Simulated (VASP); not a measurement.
VASP 6 on Cu, 4 atoms, PBE, 400 eV, 8×8×8 Γ-centred mesh, vasp_std. Each run had one machine to itself; times are medians of up to 3 turns, which differed by up to 2 %. Differences under about 10 % mean little, and other builds and machines will differ.

INCAR of the first run: PREC = Normal; ENCUT = 400; EDIFF = 1E-12; NELM = 9; ALGO = Normal; LREAL = .FALSE.; LASPH = .TRUE.; ISMEAR = 1; SIGMA = 0.1; GGA = PE; LMAXMIX = 4; LWAVE = .FALSE.; LCHARG = .FALSE.; ISYM = 0; NELMIN = 9; NCORE = 4

| run | seconds an electronic step (mean of the last four of 9) |
|---|---|
| 32 ranks, LREAL = .FALSE., PREC = Normal | 0.96 |
| 32 ranks, LREAL = .FALSE., PREC = Accurate | 1.0 |
| 32 ranks, LREAL = Auto, PREC = Normal | 1.0 |
| 32 ranks, LREAL = Auto, PREC = Accurate | 1.2 |

On 32 cores the runs span a factor of 1.2.

Runs that failed, blew up or ran out of time are left out.

The cell is a supercell.
